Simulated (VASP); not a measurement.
# Vacuum and the quasiparticle gap of a sheet of SnSe2, part 4 of 5

Wanted: the quasiparticle gap of a sheet of SnSe2, and how far the repeats disturb it.

VASP 6.6.1, plane waves and PAW; the level of theory is named at each step.

So far, quasiparticle gap on the mesh (eV): step 5 (G0W0, box 11 Å, bands in the sums 280) 1.62. Also gap on the k-mesh (eV): step 4 (empty bands, box 11 Å) 0.821; step 6 (ground state with more vacuum, box 12.5 Å, height 12.5) 0.820.

## (8) G0W0, box 12.5 Å, bands in the sums 312, height 12.5

This step: G0W0 on PBE; plane waves and PAW (Sn_d_GW, Se_GW) (VASP 6.6.1).

G0W0 in the taller cell, at the same response cutoff, frequencies and mesh.

The input, INCAR:

```
SYSTEM = SnSe2
PREC = Accurate
ENCUT = 300
ISMEAR = 0
SIGMA = 0.01
LREAL = .FALSE.
GGA = PE
NBANDS = 312
ALGO = EVGW0
NELMGW = 1
ENCUTGW = 90
NOMEGA = 48
PRECFOCK = Fast
NBANDSGW = 24
LWAVE = .FALSE.
LCHARG = .FALSE.
```

The input, POSCAR:

```
SnSe2
1.0
    3.8545658600      0.0000000000      0.0000000000
   -1.9272829300      3.3381519553      0.0000000000
    0.0000000000      0.0000000000     12.5000000000
Sn Se
1 2
Direct
    0.0000000000      0.0000000000      0.5000000000
    0.3333333333      0.6666666667      0.6280907574
    0.6666666667      0.3333333333      0.3719092426
```

The input, KPOINTS:

```
Automatic mesh
0
Gamma
9 9 1
0 0 0
```

Potentials, in the order of the species: Sn_d_GW and Se_GW (PBE family, release 64).

Launch:

```console
$ mpirun -np 8 vasp_std
```

The program printed:

```text
[banner, memory and clock lines left out]
running    8 mpi-ranks, on    1 nodes
[...]
[... a notice as in an earlier step ...]

 [... a notice as in an earlier step ...]

 LDA part: xc-table for (Slater+PW92), standard interpolation
 found WAVECAR, reading the header
 POSCAR, INCAR and KPOINTS ok, starting setup
[...]
reading WAVECAR
 the WAVECAR file was read successfully
 initial charge from wavefunction
 available memory per node:    115.62 GB, setting MAXMEM to    118397

 The Fermi energy was updated, please check that it is located mid-gap
 values below the HOMO (VB) or above the LUMO (CB) will cause erroneous energies
 E-fermi :  -1.1645

 calculate exact exchange contribution
 the WAVEDER file was read successfully
energies w=
    0.000    0.000    0.349    0.000    0.696    0.000    1.040    0.000
    1.380    0.000    1.716    0.000    2.046    0.000    2.370    0.000
    2.688    0.000    3.000    0.000    3.306    0.000    3.607    0.000
[...]
total number of BLAS operations       7887.30 Gflops
NQ=   8    0.3333    0.1111    0.0000,
|.........|.........|.........|.........|.........|.........|.........|.........
 performed      12358000 updates of chi_q(r,r)
 total number of BLAS operations       9359.38 Gflops
NQ=   9    0.4444    0.1111    0.0000,
|.........|.........|.........|.........|.........|.........|.........|.........
 performed      13931000 updates of chi_q(r,r)
 total number of BLAS operations      10608.17 Gflops
NQ=  10    0.2222    0.2222    0.0000,
|.........|.........|.........|.........|.........|.........|.........|.........
 performed      15504000 updates of chi_q(r,r)
 total number of BLAS operations      11872.87 Gflops
NQ=  11    0.3333    0.2222    0.0000,
|.........|.........|.........|.........|.........|.........|.........|.........
 performed      17346000 updates of chi_q(r,r)
 total number of BLAS operations      13354.28 Gflops
NQ=  12    0.3333    0.3333    0.0000,
|.........|.........|.........|.........|.........|.........|.........|.........
 performed      18320000 updates of chi_q(r,r)
 total number of BLAS operations      14157.29 Gflops
 resolving degeneracies of screened two electron integrals

 calculate QP shifts <psi_nk| G(iteration)W_0 |psi_nk>: iteration 1
 entering main loop
```

Elapsed: 3.6 min, on 8 MPI ranks of Intel Xeon 6975P-C (Granite Rapids), shared host; peak memory 3.2 GiB; 23 min of CPU time.

From OUTCAR (step 8):

```text
 QP shifts <psi_nk| G(iteration)W_0 |psi_nk>: iteration 1
 for sc-GW calculations column KS-energies equals QP-energies in previous step
 and V_xc(KS)=  KS-energies - (<T + V_ion + V_H > + <T+V_H+V_ion>^1  + <V_x>^1)
 k-point   1 :       0.0000    0.0000    0.0000
  band No.  KS-energies  QP-energies   sigma(KS)   V_xc(KS)     V^pw_x(r,r')   Z            occupation Imag(sigma)
    ...
     10      -2.0349      -2.5522     -12.8179     -12.1079     -14.2144       0.7285       2.0000       0.1576
     11      -2.0349      -2.5522     -12.8179     -12.1079     -14.2144       0.7285       2.0000       0.1576
     12      -1.6522      -2.1195     -12.8343     -12.1910     -14.0703       0.7265       2.0000       0.1284
     13      -1.6522      -2.1195     -12.8343     -12.1910     -14.0703       0.7265       2.0000       0.1284
     14      -0.0675       0.3537     -10.3598     -10.9064      -7.8659       0.7706       0.0000       0.0613
     15       1.4870       1.8947      -9.3506      -9.8698      -5.9238       0.7852       0.0000       0.0126
     16       2.9979       3.5082     -10.1473     -10.8155      -6.1594       0.7637       0.0000      -0.0264
     17       2.9979       3.5082     -10.1473     -10.8155      -6.1594       0.7637       0.0000      -0.0264
    ...

[... 1 part as in an earlier step ...]

[... 2 further parts left out ...]
[key lines of the parts left out:]
E-fermi :  -1.1645
```

The gap is now 1.673 eV, +52 meV against the lowest cell. Of the change against the lowest cell, +0 meV is already in the starting gap. The sheet keeps a typed, unrelaxed lattice constant, and the Coulomb interaction between its repeats isn't cut. Spin-orbit coupling is left out.

## (9) Ground state with more vacuum, box 14 Å, height 14

This step: PBE; plane waves and PAW (Sn_d_GW, Se_GW) (VASP 6.6.1).

The cell is made 14 Å high around the same sheet, and the chain is run again; the band count grows with the volume, so that the sums reach the same energy.

The input, INCAR:

```
SYSTEM = SnSe2
PREC = Accurate
ENCUT = 300
EDIFF = 1E-08
NELM = 100
ISMEAR = 0
SIGMA = 0.01
LREAL = .FALSE.
ALGO = Normal
GGA = PE
NBANDS = 19
LORBIT = 11
LWAVE = .TRUE.
LCHARG = .FALSE.
KPAR = 8
```

The input, POSCAR:

```
SnSe2
1.0
    3.8545658600      0.0000000000      0.0000000000
   -1.9272829300      3.3381519553      0.0000000000
    0.0000000000      0.0000000000     14.0000000000
Sn Se
1 2
Direct
    0.0000000000      0.0000000000      0.5000000000
    0.3333333333      0.6666666667      0.6143667477
    0.6666666667      0.3333333333      0.3856332523
```

KPOINTS is that of step 8.

Launch:

```console
$ mpirun -np 8 vasp_std
```

The program printed:

```text
[... set-up lines as in an earlier step ...]
 entering main loop
       N       E                     dE             d eps       ncg     rms          rms(c)
DAV:   1     0.198015501001E+03    0.19802E+03   -0.80575E+03   589   0.248E+03
DAV:   2     0.145304099345E+02   -0.18349E+03   -0.17765E+03   792   0.588E+02
DAV:   3    -0.109480090583E+02   -0.25478E+02   -0.25213E+02   756   0.127E+02
DAV:   4    -0.120038849467E+02   -0.10559E+01   -0.10545E+01   712   0.220E+01
[...]
DAV:  18    -0.118414494601E+02   -0.35569E-07   -0.33616E-09   562   0.875E-04    0.159E-04
DAV:  19    -0.118414494760E+02   -0.15947E-07   -0.25476E-09   458   0.383E-04    0.358E-05
DAV:  20    -0.118414494761E+02   -0.11096E-09   -0.51593E-10   474   0.323E-04
   1 F= -.11841449E+02 E0= -.11841449E+02  d E =-.277714E-13
 writing wavefunctions
```

The job ended after 6 s (8 MPI ranks; peak memory 1.8 GiB; 36 s of CPU time).

OUTCAR, selected parts (step 9):

```text
  Total        0.0491020      0.0491020     -0.1829830      0.0000000      0.0000000      0.0000000
  in kB        0.4367168      0.4367168     -1.6274656      0.0000000      0.0000000      0.0000000
  external PRESSURE =      -0.2513440 kB  Pullay stress =       0.0000000 kB

 POSITION                                       TOTAL-FORCE (eV/Angst)
 -----------------------------------------------------------------------------------
      0.00000      0.00000      7.00000         0.000000      0.000000      0.000000
     -0.00000      2.22543      8.60113         0.000000     -0.000000     -0.006501
      1.92728      1.11272      5.39887        -0.000000      0.000000      0.006501
 -----------------------------------------------------------------------------------
    total drift:                               -0.000000      0.000000      0.000000

  FREE ENERGIE OF THE ION-ELECTRON SYSTEM (eV)
  ---------------------------------------------------
  free  energy   TOTEN  =       -11.8414494761 eV

  energy  without entropy=      -11.8414494761  energy(sigma->0) =      -11.84144948

[... 1 part as in an earlier step ...]

[... 2 further parts left out ...]
[key lines of the parts left out:]
E-fermi :  -2.0025
```

## (10) Empty bands, box 14 Å, height 14

The empty bands are made again, for the run that follows.

The input, INCAR:

```
SYSTEM = SnSe2
PREC = Accurate
ENCUT = 300
ISMEAR = 0
SIGMA = 0.01
LREAL = .FALSE.
GGA = PE
NBANDS = 352
ALGO = Exact
NELM = 1
LWAVE = .TRUE.
LCHARG = .FALSE.
LOPTICS = .TRUE.
NEDOS = 1000
CSHIFT = 0.1
```

POSCAR is that of step 9.

KPOINTS is that of step 9.

Launch:

```console
$ mpirun -np 8 vasp_std
```

The program printed:

```text
[banner, memory and clock lines left out]
running    8 mpi-ranks, on    1 nodes
[...]
[... a notice as in an earlier step ...]

 LDA part: xc-table for (Slater+PW92), standard interpolation
 found WAVECAR, reading the header
  number of bands has changed, file:    19 present:   352
  trying to continue reading WAVECAR, but it might fail
 POSCAR, INCAR and KPOINTS ok, starting setup
[...]
reading WAVECAR
 random initialization beyond band           19
 the WAVECAR file was read successfully
 initial charge from wavefunction
 entering main loop
       N       E                     dE             d eps       ncg     rms          rms(c)
DIA:   1    -0.118414494769E+02   -0.11841E+02    0.00000E+00     0   0.000E+00
   1 F= -.11841449E+02 E0= -.11841449E+02  d E =-.448796E-14
 writing wavefunctions
 optical routines
 imaginary and real dielectric function
 recalculating local potential from charge density
 direction            1
 direction            2
 direction            3
```

The job ended after 31 s (8 MPI ranks; peak memory 2.5 GiB; 3.2 min of CPU time).

Parts of OUTCAR (step 10):

```text
  Total        0.0492265      0.0492265     -0.1829106     -0.0000000      0.0000000      0.0000000
  in kB        0.4378240      0.4378240     -1.6268213     -0.0000000      0.0000000      0.0000000
  external PRESSURE =      -0.2503911 kB  Pullay stress =       0.0000000 kB

 POSITION                                       TOTAL-FORCE (eV/Angst)
 -----------------------------------------------------------------------------------
      0.00000      0.00000      7.00000        -0.000000      0.000000      0.000000
     -0.00000      2.22543      8.60113         0.000000      0.000000     -0.006502
      1.92728      1.11272      5.39887        -0.000000      0.000000      0.006502
 -----------------------------------------------------------------------------------
    total drift:                               -0.000000      0.000000      0.000000

  FREE ENERGIE OF THE ION-ELECTRON SYSTEM (eV)
  ---------------------------------------------------
  free  energy   TOTEN  =       -11.8414494769 eV

  energy  without entropy=      -11.8414494769  energy(sigma->0) =      -11.84144948

[... 1 part as in an earlier step ...]

[... 2 further parts left out ...]
[key lines of the parts left out:]
E-fermi :  -2.0006
```

WAVECAR now holds 352 bands for 26 electrons.

## (11) G0W0, box 14 Å, bands in the sums 352, height 14

This step: G0W0 on PBE; plane waves and PAW (Sn_d_GW, Se_GW) (VASP 6.6.1).

The input, INCAR:

```
SYSTEM = SnSe2
PREC = Accurate
ENCUT = 300
ISMEAR = 0
SIGMA = 0.01
LREAL = .FALSE.
GGA = PE
NBANDS = 352
ALGO = EVGW0
NELMGW = 1
ENCUTGW = 90
NOMEGA = 48
PRECFOCK = Fast
NBANDSGW = 24
LWAVE = .FALSE.
LCHARG = .FALSE.
```

POSCAR is that of step 10.

KPOINTS is that of step 10.

Launch:

```console
$ mpirun -np 8 vasp_std
```

The program printed:

```text
[banner, memory and clock lines left out]
running    8 mpi-ranks, on    1 nodes
[...]
[... a notice as in an earlier step ...]

 [... a notice as in an earlier step ...]

 LDA part: xc-table for (Slater+PW92), standard interpolation
 found WAVECAR, reading the header
 POSCAR, INCAR and KPOINTS ok, starting setup
[...]
reading WAVECAR
 the WAVECAR file was read successfully
 initial charge from wavefunction
 available memory per node:    115.01 GB, setting MAXMEM to    117768

 The Fermi energy was updated, please check that it is located mid-gap
 values below the HOMO (VB) or above the LUMO (CB) will cause erroneous energies
 E-fermi :  -1.6408

 calculate exact exchange contribution
 the WAVEDER file was read successfully
energies w=
    0.000    0.000    0.348    0.000    0.695    0.000    1.039    0.000
    1.379    0.000    1.715    0.000    2.044    0.000    2.368    0.000
    2.686    0.000    2.997    0.000    3.303    0.000    3.605    0.000
[...]
total number of BLAS operations      11075.76 Gflops
NQ=   8    0.3333    0.1111    0.0000,
|.........|.........|.........|.........|.........|.........|.........|.........
 performed      13970000 updates of chi_q(r,r)
 total number of BLAS operations      13163.54 Gflops
NQ=   9    0.4444    0.1111    0.0000,
|.........|.........|.........|.........|.........|.........|.........|.........
 performed      15748000 updates of chi_q(r,r)
 total number of BLAS operations      15017.62 Gflops
NQ=  10    0.2222    0.2222    0.0000,
|.........|.........|.........|.........|.........|.........|.........|.........
 performed      17526000 updates of chi_q(r,r)
 total number of BLAS operations      16810.59 Gflops
NQ=  11    0.3333    0.2222    0.0000,
|.........|.........|.........|.........|.........|.........|.........|.........
 performed      19608000 updates of chi_q(r,r)
 total number of BLAS operations      18839.80 Gflops
NQ=  12    0.3333    0.3333    0.0000,
|.........|.........|.........|.........|.........|.........|.........|.........
 performed      20710000 updates of chi_q(r,r)
 total number of BLAS operations      19963.94 Gflops
 resolving degeneracies of screened two electron integrals

 calculate QP shifts <psi_nk| G(iteration)W_0 |psi_nk>: iteration 1
 entering main loop
```

Run time: 4.5 min. Hardware: 8 MPI ranks; peak memory 3.7 GiB.

OUTCAR, selected parts (step 11):

```text
 QP shifts <psi_nk| G(iteration)W_0 |psi_nk>: iteration 1
 for sc-GW calculations column KS-energies equals QP-energies in previous step
 and V_xc(KS)=  KS-energies - (<T + V_ion + V_H > + <T+V_H+V_ion>^1  + <V_x>^1)
 k-point   1 :       0.0000    0.0000    0.0000
  band No.  KS-energies  QP-energies   sigma(KS)   V_xc(KS)     V^pw_x(r,r')   Z            occupation Imag(sigma)
    ...
     10      -2.5112      -3.0379     -12.8330     -12.1078     -14.2327       0.7263       2.0000       0.1605
     11      -2.5112      -3.0379     -12.8330     -12.1078     -14.2327       0.7263       2.0000       0.1605
     12      -2.1284      -2.6102     -12.8563     -12.1911     -14.0860       0.7243       2.0000       0.1266
     13      -2.1284      -2.6102     -12.8563     -12.1911     -14.0860       0.7243       2.0000       0.1266
     14      -0.5412      -0.0783     -10.3226     -10.9260      -7.8569       0.7672       0.0000       0.0757
     15       1.0100       1.4549      -9.2946      -9.8638      -5.8948       0.7815       0.0000       0.0237
     16       2.5217       3.0734     -10.0898     -10.8155      -6.1560       0.7604       0.0000      -0.0040
     17       2.5217       3.0734     -10.0898     -10.8155      -6.1560       0.7604       0.0000      -0.0040
    ...

[... 1 part as in an earlier step ...]

[... 2 further parts left out ...]
[key lines of the parts left out:]
E-fermi :  -1.6408
```

The gap is now 1.727 eV, +106 meV against the lowest cell. Of the change against the lowest cell, +0 meV is already in the starting gap. The sheet keeps a typed, unrelaxed lattice constant, and the Coulomb interaction between its repeats isn't cut. Spin-orbit coupling is left out.

## (12) Ground state with more vacuum, box 18 Å, height 18

This step: PBE; plane waves and PAW (Sn_d_GW, Se_GW) (VASP 6.6.1).

The cell is made 18 Å high around the same sheet, and the chain is run again; the band count grows with the volume, so that the sums reach the same energy.

The input, INCAR:

```
SYSTEM = SnSe2
PREC = Accurate
ENCUT = 300
EDIFF = 1E-08
NELM = 100
ISMEAR = 0
SIGMA = 0.01
LREAL = .FALSE.
ALGO = Normal
GGA = PE
NBANDS = 19
LORBIT = 11
LWAVE = .TRUE.
LCHARG = .FALSE.
KPAR = 8
```

The input, POSCAR:

```
SnSe2
1.0
    3.8545658600      0.0000000000      0.0000000000
   -1.9272829300      3.3381519553      0.0000000000
    0.0000000000      0.0000000000     18.0000000000
Sn Se
1 2
Direct
    0.0000000000      0.0000000000      0.5000000000
    0.3333333333      0.6666666667      0.5889519149
    0.6666666667      0.3333333333      0.4110480851
```

KPOINTS is that of step 11.

Launch:

```console
$ mpirun -np 8 vasp_std
```

The program printed:

```text
[... set-up lines as in an earlier step ...]
 entering main loop
       N       E                     dE             d eps       ncg     rms          rms(c)
DAV:   1     0.234917988038E+03    0.23492E+03   -0.78749E+03   529   0.212E+03
DAV:   2     0.277297815600E+02   -0.20719E+03   -0.19972E+03   776   0.580E+02
DAV:   3    -0.876700281099E+01   -0.36497E+02   -0.36332E+02   720   0.171E+02
DAV:   4    -0.117340341374E+02   -0.29670E+01   -0.29633E+01   720   0.360E+01
[...]
DAV:  21    -0.118419602550E+02   -0.38986E-07   -0.10356E-09   466   0.573E-04    0.168E-05
DAV:  22    -0.118419602656E+02   -0.10620E-07   -0.35883E-10   496   0.393E-04    0.883E-06
DAV:  23    -0.118419602652E+02    0.47521E-09   -0.88165E-11   384   0.242E-04
   1 F= -.11841960E+02 E0= -.11841960E+02  d E =-.424135E-85
 writing wavefunctions
```

It took 9.8 s on 8 MPI ranks; peak memory 2.1 GiB.

OUTCAR, selected parts (step 12):

```text
  Total        0.0494717      0.0494717     -0.1868236      0.0000000      0.0000000     -0.0000000
  in kB        0.3422263      0.3422263     -1.2923742      0.0000000      0.0000000     -0.0000000
  external PRESSURE =      -0.2026406 kB  Pullay stress =       0.0000000 kB

 POSITION                                       TOTAL-FORCE (eV/Angst)
 -----------------------------------------------------------------------------------
      0.00000      0.00000      9.00000         0.000000      0.000000      0.000000
     -0.00000      2.22543     10.60113        -0.000000      0.000000     -0.006524
      1.92728      1.11272      7.39887         0.000000     -0.000000      0.006524
 -----------------------------------------------------------------------------------
    total drift:                                0.000000      0.000000      0.000000

  FREE ENERGIE OF THE ION-ELECTRON SYSTEM (eV)
  ---------------------------------------------------
  free  energy   TOTEN  =       -11.8419602652 eV

  energy  without entropy=      -11.8419602652  energy(sigma->0) =      -11.84196027

[... 1 part as in an earlier step ...]

[... 2 further parts left out ...]
[key lines of the parts left out:]
E-fermi :  -2.7944
```

## (13) Empty bands, box 18 Å, height 18

The empty bands are made again, for the run that follows.

The input, INCAR:

```
SYSTEM = SnSe2
PREC = Accurate
ENCUT = 300
ISMEAR = 0
SIGMA = 0.01
LREAL = .FALSE.
GGA = PE
NBANDS = 456
ALGO = Exact
NELM = 1
LWAVE = .TRUE.
LCHARG = .FALSE.
LOPTICS = .TRUE.
NEDOS = 1000
CSHIFT = 0.1
```

POSCAR is that of step 12.

KPOINTS is that of step 12.

Launch:

```console
$ mpirun -np 8 vasp_std
```

The program printed:

```text
[banner, memory and clock lines left out]
running    8 mpi-ranks, on    1 nodes
[...]
[... a notice as in an earlier step ...]

 LDA part: xc-table for (Slater+PW92), standard interpolation
 found WAVECAR, reading the header
  number of bands has changed, file:    19 present:   456
  trying to continue reading WAVECAR, but it might fail
 POSCAR, INCAR and KPOINTS ok, starting setup
[...]
reading WAVECAR
 random initialization beyond band           19
 the WAVECAR file was read successfully
 initial charge from wavefunction
 entering main loop
       N       E                     dE             d eps       ncg     rms          rms(c)
DIA:   1    -0.118419602679E+02   -0.11842E+02    0.00000E+00     0   0.000E+00
   1 F= -.11841960E+02 E0= -.11841960E+02  d E =-.331392E-12
 writing wavefunctions
 optical routines
 imaginary and real dielectric function
 recalculating local potential from charge density
 direction            1
 direction            2
 direction            3
```

It took 60 s on 8 MPI ranks; peak memory 3.6 GiB.

Parts of OUTCAR (step 13):

```text
  Total        0.0493359      0.0493359     -0.1869736      0.0000000      0.0000000     -0.0000000
  in kB        0.3412872      0.3412872     -1.2934118      0.0000000      0.0000000     -0.0000000
  external PRESSURE =      -0.2036125 kB  Pullay stress =       0.0000000 kB

 POSITION                                       TOTAL-FORCE (eV/Angst)
 -----------------------------------------------------------------------------------
      0.00000      0.00000      9.00000        -0.000000      0.000000      0.000000
     -0.00000      2.22543     10.60113         0.000000     -0.000000     -0.006524
      1.92728      1.11272      7.39887        -0.000000      0.000000      0.006524
 -----------------------------------------------------------------------------------
    total drift:                                0.000000      0.000000      0.000000

  FREE ENERGIE OF THE ION-ELECTRON SYSTEM (eV)
  ---------------------------------------------------
  free  energy   TOTEN  =       -11.8419602679 eV

  energy  without entropy=      -11.8419602679  energy(sigma->0) =      -11.84196027

[... 1 part as in an earlier step ...]

[... 2 further parts left out ...]
[key lines of the parts left out:]
E-fermi :  -2.8860
```

WAVECAR now holds 456 bands for 26 electrons.

(Continued in part 5 of 5.)

[Lines on the potential files, build, host, timing and source positions are cut from VASP's logs without a mark.]

[Logs are printed without paths, hosts, clocks, repeated set-up lines and the standing remarks that a program may print on its own settings, such as how far it seeks lower states.]

[Hosts, paths, dates, database ids (printed as entryN), source tags and the programs' standing remarks are cut or masked in the printed files.]

[Pressures printed for these runs are not shown converged in the cutoff: they can be off by several GPa and have the wrong sign.]
